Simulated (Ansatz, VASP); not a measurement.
**Two plane-wave programs on MnCrSb**

```xyz
6
Lattice="4.6049 0.0000 0.0000 -2.3024 3.9880 0.0000 0.0000 0.0000 5.6112" Properties=species:S:1:pos:R:3 pbc="T T T"
Sb    0.0000    2.6586    1.4028
Sb    2.3024    1.3293    4.2084
Mn    0.0000    0.0000    2.8056
Mn    0.0000    0.0000    0.0000
Cr    0.0000    2.6586    4.2084
Cr    2.3024    1.3293    1.4028
```

Change from the starting cell: volume scaled by 1.04.

Alike in both runs: task single point; functional PBE; k mesh 7 × 7 × 5; occupations fermi-dirac, width 0.05 eV; collinear spin, ferromagnetic start.

|  | VASP | Ansatz |
| --- | --- | --- |
| version | VASP 6.6.1 | Ansatz 0.2.0 |
| potentials or method | VASP PAW PBE potentials, release 64 (Sb, Mn_pv, Cr_pv) | Ansatz PAW |
| plane-wave cutoff (eV) | 520 | 420 |
| valence electrons in the cell | 60 | 88 |

Ansatz gave:

| Item | Value |
| --- | --- |
| gap on the k mesh at the Fermi level (eV) | none |
| pressure (GPa) | -1.3 |
| largest component of the traceless stress (GPa) | 1.80 |
| net moment per atom (μB) | 0.12 |
| size of the moment on the site where the two differ most (μB) | 2.87 |

**Question.** Estimate VASP's values.

**Answer.** gap on the k mesh at the Fermi level (eV): none; pressure (GPa): -4.3; largest component of the traceless stress (GPa): 0.14; net moment per atom (μB): 2.02; size of the moment on the site where the two differ most (μB): 2.66.

The net moments differ so much that the two runs ended in different magnetic states, which moves the other rows too. Site moments also hang on the region over which each program counts them. A gap of «none» marks a metal or a gap that the smearing closes. The two sets of potentials don't hold the same shells in valence.

Caveats: only a ferromagnetic start was run, and an antiferromagnetic order may lie lower in energy (VASP); the starting moments weren't kept (Ansatz). Spin-orbit coupling is left out, which matters for the levels of Sb.
